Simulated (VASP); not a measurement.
Calculation: r2SCAN meta-GGA, VASP's PBE PAW potentials (set 64) (plane waves; VASP 6.6.1).

The input files of a VASP run:

### INCAR
```
SYSTEM = BN
PREC = Accurate
ENCUT = 600
EDIFF = 1E-7
NELM = 100
ALGO = Normal
LREAL = .FALSE.
LASPH = .TRUE.
ISMEAR = 0
SIGMA = 0.05
METAGGA = R2SCAN
LMIXTAU = .TRUE.
LWAVE = .FALSE.
LCHARG = .FALSE.
ISIF = 2
```

KPOINTS:
```
K-points
0
gamma
10 10 4
0 0 0
```

### POSCAR
```
BN
1
    1.2510513020    -2.1668848061     0.0000000000
    1.2510513020     2.1668848061     0.0000000000
    0.0000000000     0.0000000000     6.7168032252
B N
2 2
Direct
  0.3333330000   0.6666670000   0.2500000000
  0.6666670000   0.3333330000   0.7500000000
  0.6666670000   0.3333330000   0.2500000000
  0.3333330000   0.6666670000   0.7500000000
```

POTCAR, in this order: B N (PBE.64 set). Program: vasp_std.

The resulting files:

**OUTCAR**
```
 ion  position               nearest neighbor table
   1  0.333  0.667  0.250-   3 1.44   3 1.44   3 1.44
   2  0.667  0.333  0.750-   4 1.44   4 1.44   4 1.44
   3  0.667  0.333  0.250-   1 1.44   1 1.44   1 1.44
   4  0.333  0.667  0.750-   2 1.44   2 1.44   2 1.44
  LATTYP: Found a hexagonal cell.
 ALAT       =     2.5021029402
 C/A-ratio  =     2.6844631839
 Subroutine PRICEL returns:
 Original cell was already a primitive cell.
 Subroutine GETGRP returns: Found 24 space group operations
The static configuration has the point symmetry D_3d.
 The point group associated with its full space group is D_6h.
The dynamic configuration has the point symmetry D_3d.
 Subroutine INISYM returns: Found 24 space group operations
 Subroutine IBZKPT returns following result:
 Found     42 irreducible k-points:

 Following reciprocal coordinates:
            Coordinates               Weight
  0.000000  0.000000  0.000000      1.000000
  0.100000  0.000000  0.000000      6.000000
  0.200000  0.000000  0.000000      6.000000
  0.300000  0.000000  0.000000      6.000000
  0.400000  0.000000  0.000000      6.000000
  0.500000  0.000000  0.000000      3.000000
  0.100000  0.100000  0.000000      6.000000
  0.200000  0.100000  0.000000     12.000000
  0.300000  0.100000  0.000000     12.000000
  0.400000  0.100000  0.000000     12.000000
  0.200000  0.200000  0.000000      6.000000
  0.300000  0.200000  0.000000     12.000000
  0.400000  0.200000  0.000000      6.000000
  0.300000  0.300000  0.000000      6.000000
  0.000000  0.000000  0.250000      2.000000
  0.100000  0.000000  0.250000     12.000000
  0.200000  0.000000  0.250000     12.000000
  0.300000  0.000000  0.250000     12.000000
  0.400000  0.000000  0.250000     12.000000
  0.500000  0.000000  0.250000      6.000000
...
```

**OSZICAR**
```
       N       E                     dE             d eps       ncg     rms          rms(c)
DAV:   1     0.675514764272E+02    0.67551E+02   -0.93497E+03  1008   0.143E+03
DAV:   2    -0.418254731239E+02   -0.10938E+03   -0.10031E+03  1448   0.306E+02
DAV:   3    -0.466475217700E+02   -0.48220E+01   -0.47906E+01  1260   0.670E+01
DAV:   4    -0.466984311334E+02   -0.50909E-01   -0.50841E-01  1244   0.730E+00
DAV:   5    -0.466992129397E+02   -0.78181E-03   -0.78167E-03  1260   0.875E-01    0.110E+01
DAV:   6    -0.404531000887E+02    0.62461E+01   -0.63692E+00  1164   0.217E+01    0.573E+00
DAV:   7    -0.381005698906E+02    0.23525E+01   -0.64209E-01  1264   0.902E+00    0.291E+00
DAV:   8    -0.403322674714E+02   -0.22317E+01   -0.17376E+00  1076   0.122E+01    0.193E+00
DAV:   9    -0.388533194533E+02    0.14789E+01   -0.54653E-01  1024   0.905E+00    0.274E-01
DAV:  10    -0.385962762345E+02    0.25704E+00   -0.86549E-02  1056   0.336E+00    0.185E-01
DAV:  11    -0.385279480252E+02    0.68328E-01   -0.23878E-02  1068   0.188E+00    0.162E-01
DAV:  12    -0.385187689808E+02    0.91790E-02   -0.22540E-02  1016   0.183E+00    0.122E-01
DAV:  13    -0.385718714594E+02   -0.53102E-01   -0.13339E-02  1100   0.130E+00    0.764E-02
DAV:  14    -0.385977486155E+02   -0.25877E-01   -0.38029E-03  1040   0.848E-01    0.180E-02
DAV:  15    -0.385982546129E+02   -0.50600E-03   -0.39396E-04  1248   0.291E-01    0.481E-03
DAV:  16    -0.385983287587E+02   -0.74146E-04   -0.14144E-05  1216   0.507E-02    0.391E-03
DAV:  17    -0.385983386559E+02   -0.98971E-05   -0.53377E-06  1172   0.261E-02    0.266E-03
DAV:  18    -0.385983536021E+02   -0.14946E-04   -0.19452E-06  1172   0.173E-02    0.962E-04
DAV:  19    -0.385983516287E+02    0.19734E-05   -0.13236E-07  1036   0.480E-03    0.636E-04
DAV:  20    -0.385983524843E+02   -0.85563E-06   -0.79426E-08   776   0.351E-03    0.397E-04
DAV:  21    -0.385983518604E+02    0.62396E-06   -0.67268E-08   764   0.355E-03    0.332E-04
DAV:  22    -0.385983524063E+02   -0.54594E-06   -0.30055E-09   656   0.621E-04    0.297E-04
DAV:  23    -0.385983524122E+02   -0.59381E-08   -0.22097E-09   624   0.511E-04
   1 F= -.38598352E+02 E0= -.38598352E+02  d E =-.323217E-14
```

### OUTCAR
```
------------------------ aborting loop because EDIFF is reached ----------------------------------------
  FORCE on cell =-STRESS in cart. coord.  units (eV):
  Direction    XX          YY          ZZ          XY          YZ          ZX
  --------------------------------------------------------------------------------------
  Total        0.0458183      0.0458184      0.1043783      0.0000000     -0.0000000     -0.0000000
  in kB        2.0157949      2.0157956      4.5921608      0.0000000     -0.0000000     -0.0000000
  external PRESSURE =       2.8745838 kB  Pullay stress =       0.0000000 kB
  volume of cell :       36.42
      direct lattice vectors                 reciprocal lattice vectors
     1.251051302 -2.166884806  0.000000000     0.399663866 -0.230745999  0.000000000
     1.251051302  2.166884806  0.000000000     0.399663866  0.230745999  0.000000000
     0.000000000  0.000000000  6.716803225     0.000000000  0.000000000  0.148880348
  FREE ENERGIE OF THE ION-ELECTRON SYSTEM (eV)
  ---------------------------------------------------
  free  energy   TOTEN  =       -38.5983524122 eV

  energy  without entropy=      -38.5983524122  energy(sigma->0) =      -38.59835241
```
(Selected blocks of OUTCAR.)

The compound is BN in the hex structure. It was relaxed first.
